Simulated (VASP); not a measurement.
KI (rock salt):

```yaml
crystal:
  lattice:
    - [0.00000, 3.53500, 3.53500]
    - [3.53500, 0.00000, 3.53500]
    - [3.53500, 3.53500, 0.00000]
  atoms:
    - { symbol: K, position: [0.00000, 0.00000, 0.00000] }
    - { symbol: I, position: [0.50000, 0.50000, 0.50000] }
```

The lowest empty band near Γ, direction [100], from mBJ (TB09) with spin-orbit coupling in VASP (PAW); its two spin partners are averaged. The gap over the points computed is 5.58 eV, and the next band on that side lies 1.74 eV away at the edge.

Run with 400 eV cut-off, 7×7×7 Γ-centred mesh, Gaussian smearing of 0.050 eV, potentials K_sv I.

| distance from the edge in k (1/Å) | distance in energy (meV) |
|---|---|
| 0.018 | 3.0 |
| 0.025 | 5.8 |
| 0.035 | 11.3 |
| 0.050 | 23.0 |
| 0.070 | 44.7 |

Problem. Fit E(1 + αE) = ħ²k²/2m* (ħ²/2m0 = 3.810 eV Å²) and predict the row at 0.095 1/Å.

Solution. The rows don't resolve α, so a parabola serves: the electron mass is m* = 0.417 m0, and so 82.5 meV. The run gave 81.2 meV, -1.3 meV from the fit.

Left out are points under 3 meV from the edge, since the levels carry 0.1 meV, and points farther than half the way to the next band.

The compound is KI in the rock salt structure. The cell was not relaxed at this level.
